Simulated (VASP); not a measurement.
Computed with PBEsol GGA, VASP's PBE PAW potentials (set 64) (plane waves; VASP).

VASP ran on this input.

### QPOINTS
```
k-points along high-symmetry lines
8
Line-mode
Cartesian
  0.000000   0.000000   0.000000 ! GAMMA
  0.140220  -0.080956   0.000000 ! M

  0.140220  -0.080956   0.000000 ! M
  0.186960   0.000000   0.000000 ! K

  0.186960   0.000000   0.000000 ! K
  0.000000   0.000000   0.000000 ! GAMMA

  0.000000   0.000000   0.000000 ! GAMMA
  0.000000   0.000000   0.103664 ! A

  0.000000   0.000000   0.103664 ! A
  0.140220  -0.080956   0.103664 ! L

  0.140220  -0.080956   0.103664 ! L
  0.186960   0.000000   0.103664 ! H

  0.186960   0.000000   0.103664 ! H
  0.000000   0.000000   0.103664 ! A

  0.140220  -0.080956   0.103664 ! L
  0.140220  -0.080956   0.000000 ! M

  0.186960   0.000000   0.103664 ! H
  0.186960   0.000000   0.000000 ! K
```

KPOINTS:
```
Automatic mesh
0
Gamma
2 2 2
0 0 0
```

**INCAR**
```
SYSTEM = PtS2
PREC = Accurate; ENCUT = 400; LREAL = .FALSE.
LASPH = .TRUE.
EDIFF = 1E-7; NELM = 100; ALGO = Normal
LMAXMIX = 6
ISMEAR = 0; SIGMA = 0.05
GGA = PS
IBRION = 6; NSW = 1; ISIF = 2
POTIM = 0.015; NFREE = 2
LWAVE = .FALSE.; LCHARG = .FALSE.
LPHON_DISPERSION = .TRUE.
```

**POSCAR**
```
PtS2
1
    5.3487399834    -9.2642896242     0.0000000000
    5.3487399834     9.2642896242     0.0000000000
    0.0000000000     0.0000000000     9.6465157214
Pt S
18 36
Direct
  0.0000000000   0.0000000000   0.0000000000
  0.0000000000   0.0000000000   0.5000000000
  0.0000000000   0.3333333333   0.0000000000
  0.0000000000   0.3333333333   0.5000000000
  0.0000000000   0.6666666667   0.0000000000
  0.0000000000   0.6666666667   0.5000000000
  0.3333333333   0.0000000000   0.0000000000
  0.3333333333   0.0000000000   0.5000000000
  0.3333333333   0.3333333333   0.0000000000
  0.3333333333   0.3333333333   0.5000000000
  0.3333333333   0.6666666667   0.0000000000
  0.3333333333   0.6666666667   0.5000000000
  0.6666666667   0.0000000000   0.0000000000
  0.6666666667   0.0000000000   0.5000000000
  0.6666666667   0.3333333333   0.0000000000
  0.6666666667   0.3333333333   0.5000000000
  0.6666666667   0.6666666667   0.0000000000
  0.6666666667   0.6666666667   0.5000000000
  0.1111110000   0.2222223333   0.1242299552
  0.1111110000   0.2222223333   0.6242299552
  0.1111110000   0.5555556667   0.1242299552
  0.1111110000   0.5555556667   0.6242299552
  0.1111110000   0.8888890000   0.1242299552
  0.1111110000   0.8888890000   0.6242299552
  0.4444443333   0.2222223333   0.1242299552
  0.4444443333   0.2222223333   0.6242299552
  0.4444443333   0.5555556667   0.1242299552
  0.4444443333   0.5555556667   0.6242299552
  0.4444443333   0.8888890000   0.1242299552
  0.4444443333   0.8888890000   0.6242299552
  0.7777776667   0.2222223333   0.1242299552
  0.7777776667   0.2222223333   0.6242299552
  0.7777776667   0.5555556667   0.1242299552
  0.7777776667   0.5555556667   0.6242299552
  0.7777776667   0.8888890000   0.1242299552
  0.7777776667   0.8888890000   0.6242299552
  0.2222223333   0.1111110000   0.3757700448
  0.2222223333   0.1111110000   0.8757700448
  0.2222223333   0.4444443333   0.3757700448
  0.2222223333   0.4444443333   0.8757700448
  0.2222223333   0.7777776667   0.3757700448
  0.2222223333   0.7777776667   0.8757700448
  0.5555556667   0.1111110000   0.3757700448
  0.5555556667   0.1111110000   0.8757700448
  0.5555556667   0.4444443333   0.3757700448
  0.5555556667   0.4444443333   0.8757700448
  0.5555556667   0.7777776667   0.3757700448
  0.5555556667   0.7777776667   0.8757700448
  0.8888890000   0.1111110000   0.3757700448
  0.8888890000   0.1111110000   0.8757700448
  0.8888890000   0.4444443333   0.3757700448
  0.8888890000   0.4444443333   0.8757700448
  0.8888890000   0.7777776667   0.3757700448
  0.8888890000   0.7777776667   0.8757700448
```

POTCAR, in this order: Pt S (PBE.64 set). Program: vasp_std.

### Question
What will the output report for the number of irreducible k-points (NKPTS), largest plane-wave count, number of space-group operations, FFT grid (NGX, NGY, NGZ)?

### Answer

```yaml
number of irreducible k-points (NKPTS): 4
largest_plane_wave_count: 17384
number_of_space_group_operations: 12
FFT grid (NGX, NGY, NGZ): 70 × 70 × 64
```

The cell is a supercell, built from PtS2 (1T layered).
